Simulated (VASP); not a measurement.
All values below come from LDA (Ceperley-Alder, Perdew-Zunger), VASP's LDA PAW potentials (set 64) (plane waves; VASP).

A VASP calculation is set up with these files.

KPOINTS:
```
K-points
0
G
  7 7 7
```

INCAR:
```
# general
SYSTEM  = TiAl3
PREC    = Accurate
ENCUT   = 530
LREAL   = .FALSE.
LASPH   = .TRUE.

# electronic loop
EDIFF   = 1E-7
NELM    = 100
ALGO    = Normal
LMAXMIX = 4

# smearing
ISMEAR  = 1
SIGMA   = 0.1

# ions
IBRION  = 6
NSW     = 1
ISIF    = 3
POTIM   = 0.015
NFREE   = 2

# output
LWAVE   = .FALSE.
LCHARG  = .FALSE.
```

### POSCAR
```
TiAl3
1
    3.9085200748    -0.0000000000     0.0000000000
    0.0000000000     3.9085200748     0.0000000000
   -0.0000000000    -0.0000000000     3.9085200748
Ti Al
1 3
Direct
  0.0000000000   0.0000000000   0.0000000000
  0.5000000000   0.5000000000   0.0000000000
  0.0000000000   0.5000000000   0.5000000000
  0.5000000000   0.0000000000   0.5000000000
```

POTCAR, in this order: Ti_sv Al (LDA.64 set). Program: vasp_std.

What VASP printed:

File OUTCAR:
```
 ion  position               nearest neighbor table
   1  0.000  0.000  0.000-   2 2.76   3 2.76   4 2.76   3 2.76   4 2.76   2 2.76   3 2.76   3 2.76
                             2 2.76   4 2.76   4 2.76   2 2.76
   2  0.500  0.500  0.000-   1 2.76   3 2.76   4 2.76   3 2.76   4 2.76   1 2.76   4 2.76   4 2.76
                             1 2.76   3 2.76   3 2.76   1 2.76
   3  0.000  0.500  0.500-   1 2.76   2 2.76   4 2.76   1 2.76   2 2.76   1 2.76   4 2.76   1 2.76
                             2 2.76   4 2.76   2 2.76   4 2.76
   4  0.500  0.000  0.500-   1 2.76   2 2.76   3 2.76   1 2.76   2 2.76   2 2.76   3 2.76   2 2.76
                             1 2.76   3 2.76   1 2.76   3 2.76
  LATTYP: Found a simple cubic cell.
 ALAT       =     3.9085200748
 Subroutine PRICEL returns:
 Original cell was already a primitive cell.
 Subroutine GETGRP returns: Found 48 space group operations
The static configuration has the point symmetry O_h .
The dynamic configuration has the point symmetry O_h .
 Subroutine INISYM returns: Found 48 space group operations
 Subroutine IBZKPT returns following result:
 Found     20 irreducible k-points:

 Following reciprocal coordinates:
            Coordinates               Weight
  0.000000  0.000000  0.000000      1.000000
  0.142857  0.000000  0.000000      6.000000
  0.285714  0.000000  0.000000      6.000000
  0.428571  0.000000  0.000000      6.000000
  0.142857  0.142857  0.000000     12.000000
  0.285714  0.142857  0.000000     24.000000
  0.428571  0.142857  0.000000     24.000000
  0.285714  0.285714  0.000000     12.000000
  0.428571  0.285714  0.000000     24.000000
  0.428571  0.428571  0.000000     12.000000
  0.142857  0.142857  0.142857      8.000000
  0.285714  0.142857  0.142857     24.000000
  0.428571  0.142857  0.142857     24.000000
  0.285714  0.285714  0.142857     24.000000
  0.428571  0.285714  0.142857     48.000000
  0.428571  0.428571  0.142857     24.000000
  0.285714  0.285714  0.285714      8.000000
  0.428571  0.285714  0.285714     24.000000
  0.428571  0.428571  0.285714     24.000000
  0.428571  0.428571  0.428571      8.000000
 Subroutine IBZKPT_HF returns following result:
   k-points           NKPTS =     20   k-points in BZ     NKDIM =     20   number of bands    NBANDS=     14
   number of dos      NEDOS =    301   number of ions     NIONS =      4
   total plane-waves  NPLWV =  27000
   dimension x,y,z NGX =    30 NGY =   30 NGZ =   30
   dimension x,y,z NGXF=    60 NGYF=   60 NGZF=   60
   ions per type =               1   3
   PREC   = accura    normal or accurate (medium, high low for compatibility)
   ISTART =      0    job   : 0-new  1-cont  2-samecut
   ICHARG =      2    charge: 1-file 2-atom 10-const
   ISPIN  =      1    spin polarized calculation?
   LNONCOLLINEAR =      F non collinear calculations
   LSORBIT =      F    spin-orbit coupling
   INIWAV =      1    electr: 0-lowe 1-rand  2-diag
   ENCUT  =  530.0 eV  38.95 Ry    6.24 a.u.   7.34  7.34  7.34*2*pi/ulx,y,z
   NELM   =    100;   NELMIN=  2; NELMDL= -5     # of ELM steps
   EDIFF  = 0.1E-06   stopping-criterion for ELM
   LREAL  =      F    real-space projection
   NLSPLINE    = F    spline interpolate recip. space projectors
   LMAXMIX     =    4 max onsite mixed and CHGCAR
   VOSKOWN=      0    Vosko Wilk Nusair interpolation
   EDIFFG = 0.1E-05   stopping-criterion for IOM
   NSW    =     85    number of steps for IOM
   NBLOCK =      1;   KBLOCK =     85    inner block; outer block
   IBRION =      6    ionic relax: 0-MD 1-quasi-New 2-CG
   NFREE  =      2    steps in history (QN), initial steepest desc. (CG)
   ISIF   =      3    stress and relaxation
   ISYM   =      2    0-nonsym 1-usesym 2-fastsym
   TEIN   =    0.0    initial temperature
   TEBEG  =    0.0;   TEEND  =   0.0 temperature during run
   SMASS  =  -3.00    Nose mass-parameter (am)
   PSTRESS=    0.0 pullay stress
   NELECT =      21.0000    total number of electrons
...
```

File OSZICAR:
```
...
       N       E                     dE             d eps       ncg     rms          rms(c)
DAV:   1    -0.227501823911E+02   -0.54730E-01   -0.14200E+00  3348   0.148E+01    0.158E+00
DAV:   2    -0.227076252784E+02    0.42557E-01   -0.11574E-01  3186   0.315E+00    0.724E-01
DAV:   3    -0.226970033091E+02    0.10622E-01   -0.48417E-02  3844   0.180E+00    0.263E-01
DAV:   4    -0.226956355982E+02    0.13677E-02   -0.10873E-02  3558   0.889E-01    0.510E-02
DAV:   5    -0.226954637578E+02    0.17184E-03   -0.39647E-04  3556   0.231E-01    0.243E-02
DAV:   6    -0.226954520973E+02    0.11660E-04   -0.33515E-05  3484   0.494E-02    0.680E-03
DAV:   7    -0.226954520335E+02    0.63840E-07   -0.14269E-06  3666   0.126E-02    0.147E-03
DAV:   8    -0.226954519937E+02    0.39810E-07   -0.27926E-07  2810   0.437E-03
  11 F= -.22695452E+02 E0= -.22694780E+02  d E =-.201589E-02
       N       E                     dE             d eps       ncg     rms          rms(c)
DAV:   1    -0.227103477305E+02   -0.14896E-01   -0.11398E+00  3310   0.134E+01    0.961E-01
DAV:   2    -0.226984271474E+02    0.11921E-01   -0.77174E-02  3202   0.244E+00    0.503E-01
DAV:   3    -0.226945800533E+02    0.38471E-02   -0.25683E-02  3828   0.136E+00    0.231E-01
DAV:   4    -0.226942842543E+02    0.29580E-03   -0.65882E-03  3676   0.717E-01    0.791E-02
DAV:   5    -0.226952216142E+02   -0.93736E-03   -0.10494E-03  3686   0.321E-01    0.211E-02
DAV:   6    -0.226953994803E+02   -0.17787E-03   -0.10654E-04  3316   0.103E-01    0.635E-03
DAV:   7    -0.226954463812E+02   -0.46901E-04   -0.53718E-06  3752   0.224E-02    0.110E-03
DAV:   8    -0.226954490352E+02   -0.26540E-05   -0.15706E-07  2616   0.453E-03    0.525E-04
DAV:   9    -0.226954515167E+02   -0.24815E-05   -0.29237E-08  2012   0.209E-03    0.149E-04
DAV:  10    -0.226954519091E+02   -0.39243E-06   -0.55930E-09  1664   0.965E-04    0.483E-05
DAV:  11    -0.226954519955E+02   -0.86409E-07   -0.17502E-09  1568   0.559E-04
  12 F= -.22695452E+02 E0= -.22694780E+02  d E =-.201591E-02
       N       E                     dE             d eps       ncg     rms          rms(c)
DAV:   1    -0.227503237969E+02   -0.54872E-01   -0.14611E+00  3394   0.148E+01    0.158E+00
DAV:   2    -0.227077001688E+02    0.42624E-01   -0.11633E-01  3280   0.315E+00    0.725E-01
DAV:   3    -0.226972878408E+02    0.10412E-01   -0.51234E-02  3882   0.186E+00    0.287E-01
DAV:   4    -0.226956302963E+02    0.16575E-02   -0.12318E-02  3568   0.946E-01    0.507E-02
DAV:   5    -0.226954642082E+02    0.16609E-03   -0.41869E-04  3568   0.234E-01    0.247E-02
DAV:   6    -0.226954520960E+02    0.12112E-04   -0.37726E-05  3486   0.532E-02    0.690E-03
DAV:   7    -0.226954520156E+02    0.80477E-07   -0.14625E-06  3760   0.131E-02    0.103E-03
DAV:   8    -0.226954519908E+02    0.24750E-07   -0.13609E-07  2640   0.312E-03
  13 F= -.22695452E+02 E0= -.22694780E+02  d E =-.201583E-02
       N       E                     dE             d eps       ncg     rms          rms(c)
DAV:   1    -0.226778308218E+02    0.17621E-01   -0.14032E+00  1360   0.246E+01    0.576E-01
DAV:   2    -0.226910788792E+02   -0.13248E-01   -0.17145E-01  1240   0.398E+00    0.352E-01
DAV:   3    -0.226923394907E+02   -0.12606E-02   -0.10494E-02  1530   0.954E-01    0.175E-01
DAV:   4    -0.226948826964E+02   -0.25432E-02   -0.45449E-03  1550   0.602E-01    0.565E-02
DAV:   5    -0.226958507955E+02   -0.96810E-03   -0.58432E-04  1430   0.223E-01    0.134E-02
DAV:   6    -0.226961211047E+02   -0.27031E-03   -0.57647E-05  1446   0.809E-02    0.532E-03
DAV:   7    -0.226961815514E+02   -0.60447E-04   -0.52082E-06  1390   0.248E-02    0.218E-03
DAV:   8    -0.226962020787E+02   -0.20527E-04   -0.28835E-07  1238   0.612E-03    0.470E-04
DAV:   9    -0.226962078313E+02   -0.57526E-05   -0.40536E-08   740   0.228E-03    0.132E-04
DAV:  10    -0.226962086849E+02   -0.85367E-06   -0.80003E-09   668   0.982E-04    0.634E-05
DAV:  11    -0.226962089163E+02   -0.23140E-06   -0.19284E-09   602   0.513E-04    0.175E-05
DAV:  12    -0.226962089100E+02    0.63035E-08   -0.60285E-10   590   0.307E-04
  14 F= -.22696209E+02 E0= -.22694892E+02  d E =-.395169E-02
       N       E                     dE             d eps       ncg     rms          rms(c)
DAV:   1    -0.226719183150E+02    0.24291E-01   -0.25581E+00  1336   0.380E+01    0.289E-01
DAV:   2    -0.226961487961E+02   -0.24230E-01   -0.25657E-01  1120   0.516E+00    0.132E-01
DAV:   3    -0.226962583117E+02   -0.10952E-03   -0.41858E-03  1504   0.611E-01    0.806E-02
DAV:   4    -0.226962138823E+02    0.44429E-04   -0.40308E-04  1382   0.181E-01    0.319E-02
DAV:   5    -0.226962103026E+02    0.35797E-05   -0.89009E-05  1430   0.876E-02    0.153E-02
DAV:   6    -0.226962088913E+02    0.14112E-05   -0.10362E-05  1448   0.400E-02    0.253E-03
DAV:   7    -0.226962089174E+02   -0.26060E-07   -0.93421E-07  1392   0.976E-03
  15 F= -.22696209E+02 E0= -.22694892E+02  d E =-.395208E-02
       N       E                     dE             d eps       ncg     rms          rms(c)
DAV:   1    -0.226879326969E+02    0.82762E-02   -0.87464E-01  2104   0.226E+01    0.111E-01
DAV:   2    -0.226963531240E+02   -0.84204E-02   -0.86509E-02  1798   0.305E+00    0.583E-02
DAV:   3    -0.226964399880E+02   -0.86864E-04   -0.12118E-03  2538   0.330E-01    0.301E-02
DAV:   4    -0.226964386835E+02    0.13044E-05   -0.76097E-05  2304   0.810E-02    0.152E-02
DAV:   5    -0.226964361390E+02    0.25446E-05   -0.19358E-05  2368   0.399E-02    0.284E-03
DAV:   6    -0.226964361263E+02    0.12654E-07   -0.50664E-07  2250   0.922E-03
  16 F= -.22696436E+02 E0= -.22695119E+02  d E =-.395109E-02
       N       E                     dE             d eps       ncg     rms          rms(c)
DAV:   1    -0.226968264881E+02   -0.39035E-03   -0.79378E-02  1798   0.163E+00    0.866E-02
DAV:   2    -0.226965038137E+02    0.32267E-03   -0.24570E-03  2416   0.408E-01    0.421E-02
DAV:   3    -0.226964354957E+02    0.68318E-04   -0.38373E-04  2054   0.117E-01    0.139E-02
DAV:   4    -0.226964363768E+02   -0.88118E-06   -0.28842E-05  2362   0.674E-02    0.739E-03
DAV:   5    -0.226964361846E+02    0.19224E-06   -0.42963E-06  2544   0.183E-02    0.336E-03
DAV:   6    -0.226964361332E+02    0.51425E-07   -0.57327E-07  2128   0.777E-03
  17 F= -.22696436E+02 E0= -.22695119E+02  d E =-.395072E-02
       N       E                     dE             d eps       ncg     rms          rms(c)
DAV:   1    -0.226966419255E+02   -0.20574E-03   -0.53278E-02  1126   0.134E+00    0.477E-02
DAV:   2    -0.226965937099E+02    0.48216E-04   -0.12059E-03  1540   0.267E-01    0.273E-02
DAV:   3    -0.226965248494E+02    0.68860E-04   -0.17312E-04  1338   0.777E-02    0.106E-02
DAV:   4    -0.226965136084E+02    0.11241E-04   -0.30384E-05  1484   0.452E-02    0.728E-03
DAV:   5    -0.226965078305E+02    0.57779E-05   -0.13397E-05  1398   0.282E-02    0.255E-03
DAV:   6    -0.226965059802E+02    0.18503E-05   -0.42587E-06  1446   0.157E-02    0.896E-04
DAV:   7    -0.226965057828E+02    0.19741E-06   -0.51608E-07  1434   0.711E-03    0.357E-04
DAV:   8    -0.226965057458E+02    0.37049E-07   -0.44932E-08   668   0.268E-03
  18 F= -.22696506E+02 E0= -.22695194E+02  d E =-.393423E-02
       N       E                     dE             d eps       ncg     rms          rms(c)
DAV:   1    -0.226967263073E+02   -0.22052E-03   -0.86122E-02  1120   0.160E+00    0.716E-02
DAV:   2    -0.226965566016E+02    0.16971E-03   -0.22534E-03  1390   0.364E-01    0.366E-02
DAV:   3    -0.226965048669E+02    0.51735E-04   -0.30603E-04  1376   0.941E-02    0.135E-02
DAV:   4    -0.226965056940E+02   -0.82711E-06   -0.19982E-05  1414   0.476E-02    0.644E-03
DAV:   5    -0.226965057784E+02   -0.84450E-07   -0.20285E-06  1444   0.114E-02    0.234E-03
DAV:   6    -0.226965057566E+02    0.21840E-07   -0.44429E-07  1190   0.647E-03
  19 F= -.22696506E+02 E0= -.22695195E+02  d E =-.393369E-02
```

OUTCAR:
```
------------------------ aborting loop because EDIFF is reached ----------------------------------------
  FORCE on cell =-STRESS in cart. coord.  units (eV):
  Direction    XX          YY          ZZ          XY          YZ          ZX
  --------------------------------------------------------------------------------------
  Total        0.1265164      0.1265164      0.1276177      0.0000000      0.0000000     -0.0000000
  in kB        3.3948495      3.3948495      3.4244001      0.0000000      0.0000000     -0.0000000
  external PRESSURE =       3.4046997 kB  Pullay stress =       0.0000000 kB
  volume of cell :       59.71
      direct lattice vectors                 reciprocal lattice vectors
     3.908520075  0.000000000  0.000000000     0.255851315  0.000000000  0.000000000
     0.000000000  3.908520075  0.000000000     0.000000000  0.255851315  0.000000000
     0.000000000  0.000000000  3.908520075     0.000000000  0.000000000  0.255851315
 POSITION                                       TOTAL-FORCE (eV/Angst)
 -----------------------------------------------------------------------------------
      0.00000      0.00000      0.00000        -0.000000      0.000000     -0.013814
      1.95426      1.95426     -0.01500        -0.000000      0.000000      0.107696
      0.00000      1.95426      1.95426         0.000000      0.000000     -0.046941
      1.95426      0.00000      1.95426         0.000000      0.000000     -0.046941
 -----------------------------------------------------------------------------------
    total drift:                                0.000003     -0.000000      0.000069
  FREE ENERGIE OF THE ION-ELECTRON SYSTEM (eV)
  ---------------------------------------------------
  free  energy   TOTEN  =       -22.6965057566 eV

  energy  without entropy=      -22.6925720643  energy(sigma->0) =      -22.69519453

   1 f  =   10.923960 THz    68.637264 2PiTHz  364.384077 cm-1    45.177847 meV
             X         Y         Z           dx          dy          dz
      0.000000  0.000000  0.000000     0.218240    0.293885    0.204440
      1.954260  1.954260  0.000000    -0.277229   -0.373320    0.247129
      0.000000  1.954260  1.954260     0.263811   -0.373320   -0.259699
      1.954260  0.000000  1.954260    -0.277229    0.355251   -0.259699

   2 f  =   10.923960 THz    68.637264 2PiTHz  364.384077 cm-1    45.177847 meV
             X         Y         Z           dx          dy          dz
      0.000000  0.000000  0.000000    -0.129047   -0.158756    0.365972
      1.954260  1.954260  0.000000     0.163928    0.201668    0.442392
      0.000000  1.954260  1.954260    -0.155993    0.201668   -0.464893
      1.954260  0.000000  1.954260     0.163928   -0.191907   -0.464893

   3 f  =   10.923960 THz    68.637264 2PiTHz  364.384077 cm-1    45.177847 meV
             X         Y         Z           dx          dy          dz
      0.000000  0.000000  0.000000    -0.333932    0.253418   -0.007818
      1.954260  1.954260  0.000000     0.424192   -0.321916   -0.009450
      0.000000  1.954260  1.954260    -0.403661   -0.321916    0.009931
      1.954260  0.000000  1.954260     0.424192    0.306335    0.009931

   4 f  =    8.521568 THz    53.542589 2PiTHz  284.248900 cm-1    35.242356 meV
             X         Y         Z           dx          dy          dz
      0.000000  0.000000  0.000000     0.000000   -0.000000   -0.000000
      1.954260  1.954260  0.000000    -0.159269    0.007382   -0.000000
      0.000000  1.954260  1.954260     0.000000   -0.007382   -0.688897
      1.954260  0.000000  1.954260     0.159269    0.000000    0.688897

   5 f  =    8.521568 THz    53.542589 2PiTHz  284.248900 cm-1    35.242356 meV
             X         Y         Z           dx          dy          dz
      0.000000  0.000000  0.000000     0.000000    0.000000   -0.000000
      1.954260  1.954260  0.000000     0.646351    0.246339    0.000000
      0.000000  1.954260  1.954260     0.000000   -0.246339   -0.146793
      1.954260  0.000000  1.954260    -0.646351   -0.000000    0.146793

   6 f  =    8.521568 THz    53.542589 2PiTHz  284.248900 cm-1    35.242356 meV
             X         Y         Z           dx          dy          dz
      0.000000  0.000000  0.000000    -0.000000   -0.000000   -0.000000
      1.954260  1.954260  0.000000     0.238462   -0.662769    0.000000
      0.000000  1.954260  1.954260     0.000000    0.662769   -0.062233
      1.954260  0.000000  1.954260    -0.238462    0.000000    0.062233

   7 f  =    8.023400 THz    50.412507 2PiTHz  267.631805 cm-1    33.182100 meV
             X         Y         Z           dx          dy          dz
      0.000000  0.000000  0.000000     0.623208   -0.253301    0.016091
      1.954260  1.954260  0.000000    -0.076566    0.031120   -0.017467
      0.000000  1.954260  1.954260    -0.676475    0.031120   -0.001977
      1.954260  0.000000  1.954260    -0.076566    0.274951   -0.001977

   8 f  =    8.023400 THz    50.412507 2PiTHz  267.631805 cm-1    33.182100 meV
             X         Y         Z           dx          dy          dz
      0.000000  0.000000  0.000000    -0.253567   -0.619484    0.068928
      1.954260  1.954260  0.000000     0.031153    0.076109   -0.074820
      0.000000  1.954260  1.954260     0.275240    0.076109   -0.008468
      1.954260  0.000000  1.954260     0.031153    0.672434   -0.008468

   9 f  =    8.023400 THz    50.412507 2PiTHz  267.631805 cm-1    33.182100 meV
             X         Y         Z           dx          dy          dz
      0.000000  0.000000  0.000000     0.011133    0.069901    0.669177
      1.954260  1.954260  0.000000    -0.001368   -0.008588   -0.726374
      0.000000  1.954260  1.954260    -0.012084   -0.008588   -0.082214
      1.954260  0.000000  1.954260    -0.001368   -0.075875   -0.082214

  10 f/i=    0.002450 THz     0.015394 2PiTHz    0.081722 cm-1     0.010132 meV
             X         Y         Z           dx          dy          dz
      0.000000  0.000000  0.000000    -0.049885   -0.061294    0.604280
      1.954260  1.954260  0.000000    -0.037466   -0.046035    0.453961
      0.000000  1.954260  1.954260    -0.037476   -0.046035    0.453845
      1.954260  0.000000  1.954260    -0.037466   -0.046047    0.453845

  11 f/i=    0.002450 THz     0.015394 2PiTHz    0.081722 cm-1     0.010132 meV
             X         Y         Z           dx          dy          dz
      0.000000  0.000000  0.000000    -0.418135   -0.436299   -0.078773
      1.954260  1.954260  0.000000    -0.314041   -0.327683   -0.059178
      0.000000  1.954260  1.954260    -0.314121   -0.327683   -0.059163
      1.954260  0.000000  1.954260    -0.314041   -0.327767   -0.059163

  12 f/i=    0.002450 THz     0.015394 2PiTHz    0.081722 cm-1     0.010132 meV
             X         Y         Z           dx          dy          dz
      0.000000  0.000000  0.000000    -0.440538    0.421053    0.006341
      1.954260  1.954260  0.000000    -0.330866    0.316232    0.004764
      0.000000  1.954260  1.954260    -0.330951    0.316232    0.004762
      1.954260  0.000000  1.954260    -0.330866    0.316313    0.004762

...
```
(Selected blocks of OUTCAR.)

The structure comes from a computed database's TiAl3 entry (Pm-3m); how it stands against other phases isn't given here. It was relaxed first. The electron count is odd and the run is not spin-polarised, which forces a metal.
